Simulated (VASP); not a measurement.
```
TaSb
1.0
    0.00000     2.79230     2.79230
    2.79230     0.00000     2.79230
    2.79230     2.79230     0.00000
Ta Sb
1 1
Direct
  0.00000   0.00000   0.00000
  0.50000   0.50000   0.50000
```

Computed with PBEsol GGA, VASP's PBE PAW potentials (set 64) (plane waves; VASP). Settings: 400 eV cut-off, 13×13×13 Γ-centred mesh, tetrahedra with Blöchl corrections, potentials Ta_pv Sb.

Unless said otherwise, spin-orbit coupling is left out, though it shifts the bands of the heavy elements here.

Problem. Estimate the energy per atom (σ→0), band gap (on the k-mesh) with the smallest direct gap where there is one.

Solution. 
The band gap (on the k-mesh) is none (metal, semimetal or under 0.01 eV) and the energy per atom (σ→0) is -7.964 eV/atom.

The absolute energy has meaning only against runs of the same code, potentials and settings.

The structure was generated: TaSb was put into the rock salt type (Fm-3m), which need not be its known phase. It was relaxed first, which changed the volume by -41 %.
